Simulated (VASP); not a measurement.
# ZnGeAs2 (P-4m2) in VASP: a series of runs

One crystal, ZnGeAs2, is run at these levels: LDA; tasks: single point, relaxation of cell and atoms.

All numbers are computed with VASP 6.6.1; they aren't measurements. Logs are shortened: lines on timing, memory, paths and dates and some standing lists are left out, and cuts for length are marked.

## 1. Starting point

The structure is tetragonal, space group P-4m2 (No. 115). Conventional cell: a = 4.062 Å, b = 4.062 Å, c = 5.299 Å, α = 90.00°, β = 90.00°, γ = 90.00°. Around Zn (site symmetry -4m2) lie 4 As at 2.39 Å. Ge (site symmetry -4m2) has 4 As at 2.46 Å as nearest neighbours. Around As (site symmetry 2mm) lie 2 Zn at 2.39 Å and 2 Ge at 2.46 Å.

Measurements of this composition are mostly on another form, of space group No. 122.

## 2. Single point, LDA

Input file INCAR:

```
SYSTEM = ZnGeAs2
ALGO     = Fast           ! electronic algorithm
EDIFF    = 1E-6           ! SCF threshold, eV
ENCUT    = 520            ! plane-wave cutoff, eV
GGA      = CA             ! functional
ISIF     = 2              ! what is computed and relaxed
ISMEAR   = 0              ! smearing method
LASPH    = .TRUE.         ! aspherical terms in the spheres
LCHARG   = .FALSE.        ! write CHGCAR
LREAL    = .FALSE.        ! projectors in reciprocal space
LWAVE    = .FALSE.        ! write WAVECAR
NBANDS   = 26             ! bands
NELM     = 100            ! most SCF steps
PREC     = Accurate       ! precision mode
SIGMA    = 0.01           ! smearing width, eV
```

Input file KPOINTS:

```
k-points
0
G
  3 3 3
  0 0 0
```

Input file POSCAR:

```
ZnGeAs2
1.0
    4.0616104793      0.0000000000      0.0000000000
    0.0000000000      4.0616104793      0.0000000000
    0.0000000000      0.0000000000      5.2990998440
Zn Ge As
1 1 2
Direct
    0.5000000000      0.5000000000      0.0000000000
    0.0000000000      0.0000000000      0.5000000000
    0.5000000000      0.0000000000      0.7613251644
    0.0000000000      0.5000000000      0.2386748356
```

Potentials or basis: VASP PAW LDA potentials, release 64 (Zn, Ge_d, As).

On the command line:

```bash
> cat potpaw_LDA.64/Zn/POTCAR potpaw_LDA.64/Ge_d/POTCAR potpaw_LDA.64/As/POTCAR > POTCAR
> mpirun -np 1 vasp_std > vasp.out
```

OUTCAR:

```text
SYSTEM = ZnGeAs2
   EDIFF = 1E-6
   ENCUT = 520
   GGA = CA
   ISIF = 2
   ISMEAR = 0
   LASPH = .TRUE.
   LREAL = .FALSE.
   NELM = 100
   PREC = Accurate

 ion  position               nearest neighbor table
   1  0.500  0.500  0.000-   3 2.39   4 2.39   3 2.39   4 2.39
   2  0.000  0.000  0.500-   3 2.46   4 2.46   4 2.46   3 2.46
   3  0.500  0.000  0.761-   1 2.39   1 2.39   2 2.46   2 2.46
   4  0.000  0.500  0.239-   1 2.39   1 2.39   2 2.46   2 2.46

  LATTYP: Found a simple tetragonal cell.
 ALAT       =     4.0616104793
 C/A-ratio  =     1.3046794790

  Lattice vectors:

 A1 = (   4.0616104793,   0.0000000000,   0.0000000000)
 A2 = (   0.0000000000,   4.0616104793,   0.0000000000)
 A3 = (   0.0000000000,   0.0000000000,   5.2990998440)

Analysis of symmetry for initial positions (statically):
=====================================================================
 Subroutine PRICEL returns:
 Original cell was already a primitive cell.

 Routine SETGRP: Setting up the symmetry group for a
 simple tetragonal supercell.

 Subroutine GETGRP returns: Found  8 space group operations
 (whereof  8 operations were pure point group operations)
 out of a pool of 16 trial point group operations.

The static configuration has the point symmetry D_2d.

Analysis of symmetry for dynamics (positions and initial velocities):
=====================================================================
 Subroutine PRICEL returns:
 Original cell was already a primitive cell.

 Routine SETGRP: Setting up the symmetry group for a
 simple tetragonal supercell.

 Subroutine GETGRP returns: Found  8 space group operations
 (whereof  8 operations were pure point group operations)
 out of a pool of 16 trial point group operations.

The dynamic configuration has the point symmetry D_2d.

 Subroutine INISYM returns: Found  8 space group operations
 (whereof  8 operations are pure point group operations),
 and found     1 'primitive' translations

----------------------------------------------------------------------------------------

                                     Primitive cell

  volume of cell :      87.4176

  direct lattice vectors                    reciprocal lattice vectors
     4.061610479  0.000000000  0.000000000     0.246207756  0.000000000  0.000000000
     0.000000000  4.061610479  0.000000000     0.000000000  0.246207756  0.000000000
     0.000000000  0.000000000  5.299099844     0.000000000  0.000000000  0.188711296

  length of vectors
     4.061610479  4.061610479  5.299099844     0.246207756  0.246207756  0.188711296

  position of ions in fractional coordinates (direct lattice)
     0.500000000  0.500000000  0.000000000
     0.000000000  0.000000000  0.500000000
     0.500000000  0.000000000  0.761325164
     0.000000000  0.500000000  0.238674836

  ion indices of the primitive-cell ions
   primitive index   ion index
                 1           1
                 2           2
                 3           3
                 4           4

----------------------------------------------------------------------------------------

 KPOINTS: k-points

Automatic generation of k-mesh.
 Grid dimensions read from file:
 generate k-points for:    3    3    3

 Generating k-lattice:

  Cartesian coordinates                     Fractional coordinates (reciprocal lattice)
     0.082069252  0.000000000  0.000000000     0.333333333  0.000000000  0.000000000
     0.000000000  0.082069252  0.000000000     0.000000000  0.333333333  0.000000000
     0.000000000  0.000000000  0.062903765     0.000000000  0.000000000  0.333333333

  Length of vectors
     0.082069252  0.082069252  0.062903765

  Shift w.r.t. Gamma in fractional coordinates (k-lattice)
     0.000000000  0.000000000  0.000000000

 Subroutine IBZKPT returns following result:
 ===========================================

 Found      6 irreducible k-points:

 Following reciprocal coordinates:
            Coordinates               Weight
  0.000000  0.000000  0.000000      1.000000
  0.333333  0.000000  0.000000      4.000000
  0.333333  0.333333  0.000000      4.000000
  0.000000  0.000000  0.333333      2.000000
  0.333333  0.000000  0.333333      8.000000
  0.333333  0.333333  0.333333      8.000000
   k-points           NKPTS =      6   k-points in BZ     NKDIM =      6   number of bands    NBANDS=     26
   number of dos      NEDOS =    301   number of ions     NIONS =      4
   total plane-waves  NPLWV =  36000
   dimension x,y,z NGX =    30 NGY =   30 NGZ =   40
   dimension x,y,z NGXF=    60 NGYF=   60 NGZF=   80
   ions per type =               1   1   2
   NGX,Y,Z   is equivalent  to a cutoff of  12.28, 12.28, 12.55 a.u.
   NGXF,Y,Z  is equivalent  to a cutoff of  24.56, 24.56, 25.10 a.u.
 SYSTEM =  ZnGeAs2
   PREC   = accura    normal or accurate (medium, high low for compatibility)
   ISTART =      0    job   : 0-new  1-cont  2-samecut
   ICHARG =      2    charge: 1-file 2-atom 10-const
   ISPIN  =      1    spin polarized calculation?
   LNONCOLLINEAR =      F non collinear calculations
   LSORBIT =      F    spin-orbit coupling
   LASPH  =      T    aspherical Exc in radial PAW
   ENCUT  =  520.0 eV  38.22 Ry    6.18 a.u.   7.55  7.55  9.85*2*pi/ulx,y,z
   NELM   =    100;   NELMIN=  2; NELMDL= -5     # of ELM steps
   EDIFF  = 0.1E-05   stopping-criterion for ELM
   LREAL  =      F    real-space projection
   EDIFFG = 0.1E-04   stopping-criterion for IOM
   NSW    =      0    number of steps for IOM
   IBRION =     -1    ionic relax: 0-MD 1-quasi-New 2-CG
   NFREE  =      0    steps in history (QN), initial steepest desc. (CG)
   ISIF   =      2    stress and relaxation
   ISYM   =      2    0-nonsym 1-usesym 2-fastsym
   POTIM  = 0.5000    time-step for ionic-motion
   TEBEG  =    0.0;   TEEND  =   0.0 temperature during run
   PSTRESS=    0.0 pullay stress
   NELECT =      36.0000    total number of electrons
   NUPDOWN=      -1.0000    fix difference up-down
   EMIN   =  10.00;   EMAX   =-10.00  energy-range for DOS
   EFERMI =   0.00;   METHOD = LEGACY
   ISMEAR =     0;   SIGMA  =   0.01  broadening in eV -4-tet -1-fermi 0-gaus
   EFERMI_NEDOS =   21; number of points for ismear=-14 and -15
   IALGO  =     68    algorithm
   IMIX   =      4    mixing-type and parameters
     AMIX     =   0.40;   BMIX     =  1.00
     AMIX_MAG =   1.60;   BMIX_MAG =  1.00
  volume/ion in A,a.u.               =      21.85       147.48
  Fermi-wavevector in a.u.,A,eV,Ry     =   1.217987  2.301662 20.184151  1.483493
  Thomas-Fermi vector in A             =   2.353289
   LORBIT       =      0    0 simple, 1 ext, 2 COOP (PROOUT), +10 PAW based schemes
   GGA     = CA    functional components
   LHFCALC =     F    Hartree Fock is set to
   AEXX    =    0.0000 exact exchange contribution
   IVDW    =     0    specifies the selected vdW correction
   LEPSILON=     F    determine dielectric tensor
   LRPA    =     F    only Hartree local field effects (RPA)
 non-spin polarized calculation
 RMM-DIIS sequential band-by-band and
 Gauss-broadening in eV      SIGMA  =   0.01
  energy-cutoff  :      520.00
  volume of cell :       87.42
 maximum number of plane-waves:      2365
 NGX is ok and might be reduce to    30
   NGX = 15   NGY = 15   NGZ = 19

 number of electron      35.9999996 magnetization

 Free energy of the ion-electron system (eV)
  ---------------------------------------------------
  ext. energy  EPLUGINS =         0.00000000
  ---------------------------------------------------
  free energy    TOTEN  =       -17.91716852 eV

  energy without entropy =      -17.91716852  energy(sigma->0) =      -17.91716852

 E-fermi :   3.7671     XC(G=0): -10.0059

 val. band max:        3.7211875590   @ k =   0.0000   0.0000   0.0000
 cond. band min:       3.8094968532   @ k =   0.0000   0.0000   0.0000
 fundamental gap:      0.0883092942
 Fermi energy:         3.7670653208

 k-point     1 :       0.0000    0.0000    0.0000
  band No.  band energies     occupation
      1     -21.4345      2.00000
      2     -21.4345      2.00000
      3     -21.4283      2.00000
      4     -21.4158      2.00000
      5     -21.3820      2.00000
      6      -9.6491      2.00000
[... 18 lines left out ...]
     25      11.0227      0.00000
     26      13.0801      0.00000

 k-point     2 :       0.3333    0.0000    0.0000
  band No.  band energies     occupation
      1     -21.4378      2.00000
      2     -21.4343      2.00000
      3     -21.4275      2.00000
      4     -21.4104      2.00000
      5     -21.3831      2.00000
      6      -8.9374      2.00000
[... 18 lines left out ...]
     25      11.2027      0.00000
     26      11.4316      0.00000

 k-point     3 :       0.3333    0.3333    0.0000
  band No.  band energies     occupation
      1     -21.4377      2.00000
      2     -21.4376      2.00000
      3     -21.4261      2.00000
      4     -21.4055      2.00000
      5     -21.3843      2.00000
      6      -8.2214      2.00000
[... 18 lines left out ...]
     25      11.7196      0.00000
     26      12.0772      0.00000

 k-point     4 :       0.0000    0.0000    0.3333
  band No.  band energies     occupation
      1     -21.4345      2.00000
      2     -21.4345      2.00000
      3     -21.4281      2.00000
      4     -21.4158      2.00000
      5     -21.3820      2.00000
      6      -9.2945      2.00000
[... 18 lines left out ...]
     25      11.7164      0.00000
     26      12.0247      0.00000

 k-point     5 :       0.3333    0.0000    0.3333
  band No.  band energies     occupation
      1     -21.4379      2.00000
      2     -21.4343      2.00000
      3     -21.4274      2.00000
      4     -21.4104      2.00000
      5     -21.3831      2.00000
      6      -8.6802      2.00000
[... 18 lines left out ...]
     25      10.1032      0.00000
     26      11.2548      0.00000

 k-point     6 :       0.3333    0.3333    0.3333
  band No.  band energies     occupation
      1     -21.4377      2.00000
      2     -21.4376      2.00000
      3     -21.4260      2.00000
      4     -21.4055      2.00000
      5     -21.3843      2.00000
      6      -8.0186      2.00000
[... 18 lines left out ...]
     25      10.7078      0.00000
     26      11.7310      0.00000

------------------------ aborting loop because EDIFF is reached ----------------------------------------

  FORCE on cell =-STRESS in cart. coord.  units (eV):
  Direction    XX          YY          ZZ          XY          YZ          ZX
  --------------------------------------------------------------------------------------
  -------------------------------------------------------------------------------------
  Total        0.1845826      0.1845826      0.1695488      0.0000000      0.0000000      0.0000000
  in kB        3.3830062      3.3830062      3.1074681      0.0000000      0.0000000      0.0000000
  external PRESSURE =       3.2911601 kB  Pullay stress =       0.0000000 kB

 VOLUME and BASIS-vectors are now :
 -----------------------------------------------------------------------------
  energy-cutoff  :      520.00
  volume of cell :       87.42
      direct lattice vectors                 reciprocal lattice vectors
     4.061610479  0.000000000  0.000000000     0.246207756  0.000000000  0.000000000
     0.000000000  4.061610479  0.000000000     0.000000000  0.246207756  0.000000000
     0.000000000  0.000000000  5.299099844     0.000000000  0.000000000  0.188711296

 POSITION                                       TOTAL-FORCE (eV/Angst)
 -----------------------------------------------------------------------------------
      2.03081      2.03081      0.00000         0.000000      0.000000      0.000000
      0.00000      0.00000      2.64955         0.000000     -0.000000      0.000000
      2.03081      0.00000      4.03434         0.000000     -0.000000     -0.013608
      0.00000      2.03081      1.26476        -0.000000     -0.000000      0.013608
 -----------------------------------------------------------------------------------
    total drift:                                0.000000      0.000000     -0.000000

  FREE ENERGIE OF THE ION-ELECTRON SYSTEM (eV)
  ---------------------------------------------------
  free  energy   TOTEN  =       -17.9171685246 eV

  energy  without entropy=      -17.9171685246  energy(sigma->0) =      -17.91716852
```

Run time: 19 s. Hardware: 1 thread of Intel Xeon Platinum 8375C at 2.90GHz (Ice Lake), shared host; peak memory 0.16 GiB.

Results:

```
Free energy            : -17.9172 eV
Pressure               : 0.3 GPa
Largest force          : 0.014 eV/Å
Band gap on the k mesh : 0.09 eV, direct
```

Forces in eV/Å, atoms in the order of the input:
```
Zn   0.000  0.000  0.000
Ge   0.000  0.000  0.000
As   0.000  0.000 -0.014
As   0.000  0.000  0.014
```

Caveat: the k mesh is coarse (spacing up to 0.52 Å⁻¹), so the values aren't converged; an odd mesh through Γ misses points on the zone boundary, where band edges often lie. Expect the measured gap to be larger: semilocal functionals such as LDA lack the derivative discontinuity.

## 3. Relaxation of cell and atoms, LDA

This run uses another cell than the first one, of 23.53 Å³/atom, 1.077 times its volume.

Input file INCAR:

```
  ALGO = Normal
  EDIFF = 1E-6
  EDIFFG = -0.03
  ENCUT = 600
  IBRION = 2
  ISIF = 3
  ISMEAR = 0
  LASPH = T
  LCHARG = F
  LREAL = F
  LWAVE = F
  NELM = 100
  NSW = 60
  PREC = Accurate
  SIGMA = 0.01
```

Input file KPOINTS:

```
k-points
0
Gamma
  3 3 3
```

Input file POSCAR:

```
ZnGeAs2
1.0
    4.0455380000      0.0000000000      0.0000000000
    0.0000000000      4.0455380000      0.0000000000
    0.0000000000      0.0000000000      5.7516540000
Zn Ge As
1 1 2
Direct
    0.5000000000      0.5000000000      0.0000000000
    0.0000000000      0.0000000000      0.5000000000
    0.5000000000      0.0000000000      0.7574990000
    0.0000000000      0.5000000000      0.2425010000
```

Potentials or basis: VASP PAW LDA potentials, release 64 (Zn, Ge_d, As).

On the command line:

```bash
> cat potpaw_LDA.64/Zn/POTCAR potpaw_LDA.64/Ge_d/POTCAR potpaw_LDA.64/As/POTCAR > POTCAR
> mpirun -np 1 vasp_std > vasp.out
```

Wall time 73 s (1 thread of Intel Xeon Platinum 8375C at 2.90GHz (Ice Lake), shared host); peak memory 0.19 GiB.

The run converged. Its results:

```yaml
Free_energy: -17.9186 eV
Relaxed_volume: 21.97 Å³/atom
Relaxed_cell: a = 4.068 Å, b = 4.068 Å, c = 5.309 Å, α = 90.00°, β = 90.00°, γ = 90.00°
Space_group_after_relaxing_to_0.05_Å: P-4m2 (No. 115)
Energy_gained_by_relaxing: 29.0 meV/atom
Ionic_steps: 9
Pressure_after_relaxing: 0.0 GPa
Largest_force_after_relaxing: 0.013 eV/Å
Band_gap_on_the_k_mesh: 0.09 eV, direct
```

Forces in eV/Å, atoms in the order of the input:
```
Zn   0.000  0.000  0.000
Ge   0.000  0.000  0.000
As   0.000  0.000 -0.013
As   0.000  0.000  0.013
```

The path:
| step | energy change (eV) | largest force (eV/Å) | pressure (GPa) | volume (Å³) |
| --- | --- | --- | --- | --- |
| 1 | 0.0000 | 0.0015 | -3.90 | 94.13 |
| 2 | -0.0845 | 0.1266 | 1.52 | 86.53 |
| 3 | -0.0896 | 0.1017 | 0.32 | 87.90 |
| 4 | -0.1000 | 0.0964 | 0.19 | 88.02 |
| 5 | -0.1122 | 0.0107 | -0.15 | 88.23 |
| 6 | -0.1024 | 0.0945 | -0.72 | 88.49 |
| 7 | -0.1155 | 0.0226 | -0.37 | 88.34 |
| 8 | -0.1153 | 0.0027 | 0.45 | 87.31 |
| 9 | -0.1161 | 0.0132 | -0.03 | 87.86 |

Final structure:
```
Zn Ge As
1.0
     4.06816    0.00000    0.00000
     0.00000    4.06816    0.00000
     0.00000    0.00000    5.30892
Zn Ge As
1 1 2
Direct
  0.50000 0.50000 0.00000
  0.00000 0.00000 0.50000
  0.50000 0.00000 0.76128
  0.00000 0.50000 0.23872
```

Levels at points of the mesh, in eV from the valence-band top:
```
           k point  band 14  band 15  band 16  band 17  band 18  band 19  band 20  band 21  band 22
(0.00, 0.00, 0.00)    -3.47    -3.47    -0.52     0.00     0.00     0.09     0.63     2.01     3.31
```

Caveat: the k mesh is coarse (spacing up to 0.52 Å⁻¹), so the values aren't converged; an odd mesh through Γ misses points on the zone boundary, where band edges often lie. As with any semilocal functional, this LDA gap is likely too small.
